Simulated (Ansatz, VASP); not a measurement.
**Cross-check of MgTiF6 between VASP and Ansatz**

Wanted: the spread between two codes on one cell, functional and k mesh. The cell is taken from a series of runs on this material, whose earlier steps may have relaxed, scaled, displaced or heated it; both programs get it as it stands.

Main program and level: Ansatz 0.2.0; plane waves, with VASP 6.6.1 beside it; G0W0 gap at r2SCAN.

## Step 1: The starting structure

The structure is trigonal, space group R-3 (No. 148). Conventional cell: a = 5.217 Å, b = 5.217 Å, c = 13.334 Å, α = 90.00°, β = 90.00°, γ = 120.00°. Nearest to Mg lie 6 F at 1.97 Å. Ti has 6 F at 1.87 Å nearest. Nearest to F lie 1 Ti at 1.87 Å and 1 Mg at 1.97 Å. F has 1 Ti at 1.87 Å and 1 Mg at 1.97 Å nearest. Nearest to F lie 1 Ti at 1.87 Å and 1 Mg at 1.97 Å. Farther neighbours and most contacts between anions are not listed.

## Step 2: VASP: G0W0 gap, r2SCAN

Quasiparticle shifts depend on high empty states and on the cores, so they are the hardest test of two PAW sets.

Lines of VASP's logs that name or quote its potential files are left out, and so is its time.

The run reads the wave functions of an earlier VASP run, which isn't shown here.

INCAR reads:

```
SYSTEM = MgTiF6
PREC = Accurate
ENCUT = 520
ISMEAR = 0
SIGMA = 0.01
LREAL = Auto
METAGGA = R2SCAN
LASPH = .TRUE.
NBANDS = 568
ALGO = EVGW0
NELMGW = 1
ENCUTGW = 60
NOMEGA = 64
PRECFOCK = Fast
NBANDSGW = 136
LWAVE = .FALSE.
LCHARG = .FALSE.
```

POSCAR reads:

```
MgTiF6
1.0
    5.2165601878      3.0117824288      8.8890151280
   -2.6082800939      1.5058912144      4.4445075640
    0.0000000000     -6.0235648574      8.8890151280
Mg Ti F
4 4 24
Direct
    0.2500000000      0.5000000000      0.2500000000
    0.2500000000      0.5000000000      0.7500000000
    0.7500000000      0.5000000000      0.2500000000
    0.7500000000      0.5000000000      0.7500000000
    0.0000000000      0.0000000000      0.0000000000
    0.0000000000      0.0000000000      0.5000000000
    0.5000000000      0.0000000000      0.0000000000
    0.5000000000      0.0000000000      0.5000000000
    0.3358088250      0.8424555800      0.1211221650
    0.4212277900      0.2422443300      0.3358088250
    0.3788778350      0.3283823500      0.0787722100
    0.0787722100      0.7577556700      0.1641911750
    0.1641911750      0.1575444200      0.3788778350
    0.1211221650      0.6716176500      0.4212277900
    0.3358088250      0.8424555800      0.6211221650
    0.4212277900      0.2422443300      0.8358088250
    0.3788778350      0.3283823500      0.5787722100
    0.0787722100      0.7577556700      0.6641911750
    0.1641911750      0.1575444200      0.8788778350
    0.1211221650      0.6716176500      0.9212277900
    0.8358088250      0.8424555800      0.1211221650
    0.9212277900      0.2422443300      0.3358088250
    0.8788778350      0.3283823500      0.0787722100
    0.5787722100      0.7577556700      0.1641911750
    0.6641911750      0.1575444200      0.3788778350
    0.6211221650      0.6716176500      0.4212277900
    0.8358088250      0.8424555800      0.6211221650
    0.9212277900      0.2422443300      0.8358088250
    0.8788778350      0.3283823500      0.5787722100
    0.5787722100      0.7577556700      0.6641911750
    0.6641911750      0.1575444200      0.8788778350
    0.6211221650      0.6716176500      0.9212277900
```

KPOINTS reads:

```
Automatic mesh
0
Gamma
1 2 1
0 0 0
```

Potentials, in the order of the species: Mg_sv_GW, Ti_sv_GW and F_GW (PBE family, release 64).

The run is started by

```bash
$ export OMP_NUM_THREADS=3
$ mpirun -np 1 vasp_std
```

Numbers of over 12 decimals in the logs are rounded to 6 here.

Output:

```text
[banner, memory and clock lines left out]
running    1 mpi-ranks, on    1 nodes
[...]
Offloading initialized ...    1 GPUs detected
[...]
|                                                                             |
|               ----> ADVICE to this user running VASP <----                  |
|                                                                             |
|     You enforced a specific xc type in the INCAR file but a different       |
|     [... a line on the potential file left out ...]
|     I HOPE YOU KNOW WHAT YOU ARE DOING!                                     |
|                                                                             |

|                                                                             |
|           W    W    AA    RRRRR   N    N  II  N    N   GGGG   !!!           |
|           W    W   A  A   R    R  NN   N  II  NN   N  G    G  !!!           |
|           W    W  A    A  R    R  N N  N  II  N N  N  G       !!!           |
[...]
|                                                                             |
|           W    W    AA    RRRRR   N    N  II  N    N   GGGG   !!!           |
|           W    W   A  A   R    R  NN   N  II  NN   N  G    G  !!!           |
|           W    W  A    A  R    R  N N  N  II  N N  N  G       !!!           |
|           W WW W  AAAAAA  RRRRR   N  N N  II  N  N N  G  GGG   !            |
|           WW  WW  A    A  R   R   N   NN  II  N   NN  G    G                |
|           W    W  A    A  R    R  N    N  II  N    N   GGGG   !!!           |
|                                                                             |
|     Your reciprocal lattice and k-lattice belong to different lattice       |
|     classes:                                                                |
|                                                                             |
|        The reciprocal lattice is base-centered monoclinic,                  |
|        whereas your k-lattice is rhombohedral (trigonal).                   |
|                                                                             |
|     Results are often still useful ...                                      |
|                                                                             |

 entering main loop
[key lines of the parts left out:]
E-fermi :   0.1314
```

Parts of OUTCAR (step 2):

```text
 QP shifts <psi_nk| G(iteration)W_0 |psi_nk>: iteration 1
 for sc-GW calculations column KS-energies equals QP-energies in previous step
 and V_xc(KS)=  KS-energies - (<T + V_ion + V_H > + <T+V_H+V_ion>^1  + <V_x>^1)
 k-point   1 :       0.0000    0.0000    0.0000
  band No.  KS-energies  QP-energies   sigma(KS)   V_xc(KS)     V^pw_x(r,r')   Z            occupation Imag(sigma)
    ...
    125      -2.6638      -4.3587     -25.7157     -23.5290     -30.6986       0.7751       2.0000       0.3577
    126      -2.5652      -4.2444     -25.8185     -23.6553     -30.7930       0.7763       2.0000       0.3541
    127      -2.5209      -4.2013     -25.8717     -23.7084     -30.8567       0.7768       2.0000       0.3533
    128      -2.5209      -4.2013     -25.8717     -23.7084     -30.8567       0.7768       2.0000       0.3533
    129       2.7838       5.8785     -16.6496     -20.6499     -11.9116       0.7736       0.0000      -0.3340
    130       2.7926       5.8724     -16.7037     -20.6985     -11.9952       0.7710       0.0000      -0.3326
    131       2.7926       5.8724     -16.7037     -20.6985     -11.9952       0.7710       0.0000      -0.3326
    132       2.7926       5.8724     -16.7037     -20.6985     -11.9952       0.7710       0.0000      -0.3326
    ...

[... 3 further parts left out ...]
[key lines of the parts left out:]
E-fermi :   0.1314
```

## Step 3: Ansatz: G0W0 gap, r2SCAN

Ansatz runs on its default PAW (the set named soft_2) files.

The same cell, functional and mesh now go to Ansatz, which takes its cutoff from its data sets.

input.yaml reads:

```yaml
crystal:
  lattice:
    - [5.2165601878, 3.0117824288, 8.889015128]
    - [-2.6082800939, 1.5058912144, 4.444507564]
    - [0.0, -6.0235648574, 8.889015128]
  atoms:
    - { symbol: Mg, position: [0.25, 0.5, 0.25] }
    - { symbol: Ti, position: [0.0, 0.0, 0.0] }
    - { symbol: F, position: [0.335808825, 0.84245558, 0.121122165] }
    - { symbol: F, position: [0.42122779, 0.24224433, 0.335808825] }
    - { symbol: F, position: [0.378877835, 0.32838235, 0.07877221] }
    - { symbol: F, position: [0.07877221, 0.75775567, 0.164191175] }
    - { symbol: F, position: [0.164191175, 0.15754442, 0.378877835] }
    - { symbol: F, position: [0.121122165, 0.67161765, 0.42122779] }
    - { symbol: Mg, position: [0.25, 0.5, 0.75] }
    - { symbol: Ti, position: [0.0, 0.0, 0.5] }
    - { symbol: F, position: [0.335808825, 0.84245558, 0.621122165] }
    - { symbol: F, position: [0.42122779, 0.24224433, 0.835808825] }
    - { symbol: F, position: [0.378877835, 0.32838235, 0.57877221] }
    - { symbol: F, position: [0.07877221, 0.75775567, 0.664191175] }
    - { symbol: F, position: [0.164191175, 0.15754442, 0.878877835] }
    - { symbol: F, position: [0.121122165, 0.67161765, 0.92122779] }
    - { symbol: Mg, position: [0.75, 0.5, 0.25] }
    - { symbol: Ti, position: [0.5, 0.0, 0.0] }
    - { symbol: F, position: [0.835808825, 0.84245558, 0.121122165] }
    - { symbol: F, position: [0.92122779, 0.24224433, 0.335808825] }
    - { symbol: F, position: [0.878877835, 0.32838235, 0.07877221] }
    - { symbol: F, position: [0.57877221, 0.75775567, 0.164191175] }
    - { symbol: F, position: [0.664191175, 0.15754442, 0.378877835] }
    - { symbol: F, position: [0.621122165, 0.67161765, 0.42122779] }
    - { symbol: Mg, position: [0.75, 0.5, 0.75] }
    - { symbol: Ti, position: [0.5, 0.0, 0.5] }
    - { symbol: F, position: [0.835808825, 0.84245558, 0.621122165] }
    - { symbol: F, position: [0.92122779, 0.24224433, 0.835808825] }
    - { symbol: F, position: [0.878877835, 0.32838235, 0.57877221] }
    - { symbol: F, position: [0.57877221, 0.75775567, 0.664191175] }
    - { symbol: F, position: [0.664191175, 0.15754442, 0.878877835] }
    - { symbol: F, position: [0.621122165, 0.67161765, 0.92122779] }
kpoints:
  mp_grid: { grid: [1, 2, 1] }
hamiltonian:
  xc: r2scan
scf:
  occupations: { method: fixed }
gw:
  n_empty_bands: 440
  ecut_chi: 60.0
  qp_bands: [v1, c1]
  qp_kpoints: band_edges
  screening: { model: contour_deformation }
```

The run is started by

```bash
$ ansatz run input.yaml --threads 16 --pin off --max-ram 36864MiB --backend cpu --events-out ev --progress --plain --runs-dir out
```

Output:

```text
Engine: ansatz 0.2.0, aarch64-unknown-linux-gnu
Pseudopotentials: kind: paw
Pseudopotential: Mg, paw, valence charge 10, recommended cutoff 500 eV (meta_gga), Mg.paw.azcp
Pseudopotential: Ti, paw, valence charge 12, recommended cutoff 500 eV (meta_gga), Ti.paw.azcp
Pseudopotential: F, paw, valence charge 7, recommended cutoff 500 eV (meta_gga), F.paw.azcp
Functional definition: r2SCAN
  parameter k0 = 0.174
  parameter k1 = 0.065
  parameter a1 = 4.9479
  exchange = r2scan_x(k0 = k0, k1 = k1, a1 = a1)
  correlation = r2scan_c
Crystal: 32 atoms, lattice volume = 418.970 Å³
Basis set: ecut = 500 eV, 10605 PW (Γ), exchange–correlation on 320×160×320 points (64 copies of the dense FFT grid, shifted against one another)
Bands: 160, of which v1, the nominal top of the filled ones, is band 128 counted from 1 (127 counted from 0)
Symmetry: 8 space group operations
Space group: R-3 (ITA 148), of the structure as read, at distance tolerance 7.5e-5 Å
k-points: 2
Non-local potential: Mg, projectors of the file, l = 0: 3, l = 1: 2, l = 2: 1
Non-local potential: Ti, projectors of the file, l = 0: 3, l = 1: 2, l = 2: 3, l = 3: 1
Non-local potential: F, projectors of the file, l = 0: 2, l = 1: 2, l = 2: 1
PAW form: soft (Blöchl's): semilocal exchange-correlation on the pseudo side does not see the compensation charge
PAW frozen core: Mg, regenerated for the run's functional (the file was generated under x = pbe(κ = 0.804, μ = 0.219515), c = pbe(β = 0.066725))
PAW frozen core: Ti, regenerated for the run's functional (the file was generated under x = pbe(κ = 0.804, μ = 0.219515), c = pbe(β = 0.066725))
PAW frozen core: F, regenerated for the run's functional (the file was generated under x = pbe(κ = 0.804, μ = 0.219515), c = pbe(β = 0.066725))
PAW one-centre angular grid: Mg, 302 points (default); XC on 224 Gauss nodes
PAW one-centre angular grid: Ti, 590 points (default); XC on 160 Gauss nodes
PAW one-centre angular grid: F, 302 points (default); XC on 160 Gauss nodes
Initial density: superposition of atomic densities (neutral atoms: chi_scale 0, normalization atom), corrected by the library's trained network
Initial wavefunctions: pseudopotential atomic-orbital guess
Functional: x = r2scan, c = r2scan; τ floored in thin density (d = 2e-4 eV/Å³)
SCF iter   1: F=—  HF=-37207.996264 eV  |F-HF|=—  |Δ(HF+E_count)|=         —  Δρ=1.78e-2  dr2=1.64e0  dr2_τ=1.04e0  ethr=1.77e-3  ⟨swp⟩=4.0  Hψ=1065  notcnv=0  defer=39
preconditioner: auto → Resta (q_TF=auto, 2.513 Å⁻¹)  ε∞=3.5  [insulator: Δε(μ)=6.002 eV  Ē_g=15.786 eV  n_scr=110 (ndim 8)  ℏωp=25.1 eV  f_vac=0.224  ε∞_Penn≈3.5]
SCF iter   2: F=—  HF=-37208.147137 eV  |F-HF|=—  |Δ(HF+E_count)|=   1.51e-1  Δρ=8.04e-3  dr2=1.14e-1  dr2_τ=5.49e-2  ethr=6.39e-4  ⟨swp⟩=3.0  Hψ=617  notcnv=0  defer=55
SCF iter   3: F=—  HF=-37208.134914 eV  |F-HF|=—  |Δ(HF+E_count)|=   1.22e-2  Δρ=2.57e-3  dr2=1.20e-2  dr2_τ=2.18e-3  ethr=4.47e-5  ⟨swp⟩=2.0  Hψ=496  notcnv=0  defer=47
SCF iter   4: F=—  HF=-37208.135530 eV  |F-HF|=—  |Δ(HF+E_count)|=   6.16e-4  Δρ=7.65e-4  dr2=1.02e-3  dr2_τ=2.17e-4  ethr=4.68e-6  ⟨swp⟩=2.0  Hψ=432  notcnv=0  defer=56
SCF iter   5: F=—  HF=-37208.135574 eV  |F-HF|=—  |Δ(HF+E_count)|=   4.47e-5  Δρ=9.05e-5  dr2=2.95e-5  dr2_τ=3.90e-6  ethr=3.99e-7  ⟨swp⟩=2.0  Hψ=478  notcnv=0  defer=58
SCF iter   6: F=—  HF=-37208.135599 eV  |F-HF|=—  |Δ(HF+E_count)|=   2.41e-5  Δρ=1.95e-5  dr2=1.36e-6  dr2_τ=1.69e-7  ethr=1.15e-8  ⟨swp⟩=2.5  Hψ=571  notcnv=0  defer=40
SCF iter   7: F=—  HF=-37208.135601 eV  |F-HF|=—  |Δ(HF+E_count)|=   2.65e-6  Δρ=6.49e-6  dr2=2.15e-7  dr2_τ=1.18e-8  ethr=3.91e-11  ⟨swp⟩=10.0  Hψ=1357  notcnv=0
SCF iter   8: F=-37208.135601 eV  HF=-37208.135601 eV  |F-HF|=7.86e-9  |Δ(HF+E_count)|=   1.56e-7  Δρ=3.46e-6  dr2=3.82e-8  dr2_τ=2.67e-9  ethr=3.91e-11  ⟨swp⟩=4.0  Hψ=778  notcnv=0
SCF 1 converged in 8 iterations: F = -37208.135601 eV  dr2 = 3.82e-8
  greatest PAW one-centre occupation: 1.000 electrons in one spin orbital (limit 2), on the Mg atom at site 24 (counted from 0), in its partial waves of l = 0
NSCF: frozen V_eff on 2 k-points
G₀W₀ screening: q 1/2
[... further progress lines ...]
NSCF: frozen V_eff on 1 k-points
NSCF: frozen V_eff on 1 k-points
[...]
SCF converged after 8 iterations
Free energy (F): -37208.135601 eV
Harris-Foulkes:  -37208.135601 eV  (|F-HF|=7.86e-9)
Internal energy: -37208.135601 eV  (E = F + TS)
E sigma→0 (E₀):  -37208.135601 eV
Fermi energy:    -0.180934 eV
--- Per-component energies (eV) ---
  E_band       = -4022.294567
  E_kinetic    = 6387.526885
  E_local      = -28030.201916  (includes V_loc(G=0)·N_el)
  E_nonlocal   = 2126.582721
  E_hartree    = 10630.823699
  E_xc         = -2388.192378
  E_vxc        = -3489.406890  (∫ρ·V_xc dr)
  E_paw        = -10270.043557  (= ΣΔE_a)
  E_vpaw       = -2533.689547  (= ΣTr[D̂ρ^β])
  E_aug_tail   = 0.024923  (compensation charges beyond the density's cutoff)
  E_vtau       = 255.227369  (kinetic-family band-sum trace: ∫τ·v_τ [+ j·A + Jᵃ·Aᵃ] dr)
  E_ewald      = -15662.783920
  E_core_change = -1.872058  (= ΣΔE_core)
  E_smearing   = -0.000000  (= −TS)
  E_closure    = -0.000000  (closes the sum)
  Σ components = -37208.135601   (vs F -37208.135601, Δ=0.00e0)
--- Band table (eV) ---
  k-point 0: bands = [... 124 lower, -0.3235, -0.2254, -0.1810, -0.1809, 5.1391, 5.1473, 5.1473, 5.1475, ... 28 higher]
  k-point 1: bands = [... 124 lower, -0.4213, -0.3235, -0.2254, -0.2254, 5.1391, 5.1391, 5.1568, 5.1907, ... 28 higher]
--- G₀W₀: contour deformation, 6 samples at zero and on the imaginary axis and 0 off it, 2 q-points, 440 empty bands' worth ---
  eigenvalues of the whole cell's RPA ε∞ on this k-mesh (on a slab, of 1 + 4πα/V) = 2.1590, 2.1590, 2.1800; static W/v taken at q = 0 is 0.461711
  bands read: the sum over 568 bands ends inside a degenerate multiplet in 1 slot, whose members it reads at an even weight; the widest, k=0: bands 568 to 569 (counted from 1) at 1/2 each
  gw.qp_kpoints: band_edges: 2 of 2 stored k-points solved, in 1 pass; an edge of the gap read off the rows below is read off those points alone
  `?` marks the rows in doubt; gw_qp.tsv's column doubts and the gw_qp event give each row's grounds
    ik  band        ε_KS         Σx   Σc(E_QP)       V_xc       Z   E_QP_lin       E_QP  E_QP is
     0   128     -0.1809   -32.2194     5.6758   -25.0533  0.7724    -1.7112    -1.6712  root
     0   129      5.1391   -14.3163    -5.8628   -23.0455  0.7759     8.1498     8.0055  root ?
     1   128     -0.2254   -32.1537     5.6623   -24.9994  0.7722    -1.7578    -1.7175  root
     1   129      5.1391   -14.3163    -5.8629   -23.0455  0.7759     8.1498     8.0054  root ?
```

## Step 4: Differences

Known differences besides the potentials themselves: VASP keeps PBE cores, Ansatz makes them for the functional; fixed occupations in Ansatz, narrow Gaussian smearing in VASP; the cutoff is 500 eV in Ansatz and 520 eV in VASP (PREC = Accurate, projectors in real space); Ansatz integrates over frequency by contour deformation, VASP on a grid of NOMEGA points; Ansatz's G0W0 levels solve the quasiparticle equation, VASP's are linearised. Total energies have different zeros and are not compared.

The two programs side by side:

| quantity | Ansatz | VASP | difference |
| --- | --- | --- | --- |
| G0W0 gap on the mesh (eV) | 9.68 | 10.06 | -0.38 |
| Kohn-Sham gap under it (eV) | 5.32 | 5.30 | +0.02 |

## Step 5: What came out

| Item | Value |
| --- | --- |
| difference in G0W0 gap on the mesh (G0W0 gap, r2SCAN) | -0.38 eV |

The difference in G0W0 gap on the mesh is -0.38 eV (G0W0 gap, r2SCAN). Part of the difference in the G0W0 gap can come from VASP's linearised levels. Such differences can come from data sets, numerical settings and the points named under the comparisons, not from the functional's error against experiment.

[Lines on the potential files, build, host, timing and source positions are cut from VASP's logs without a mark.]

[Logs are printed without paths, hosts, clocks, repeated set-up lines and the standing remarks that a program may print on its own settings, such as how far it seeks lower states.]

[Hosts, paths, dates, database ids (printed as entryN), source tags and the programs' standing remarks are cut or masked in the printed files.]
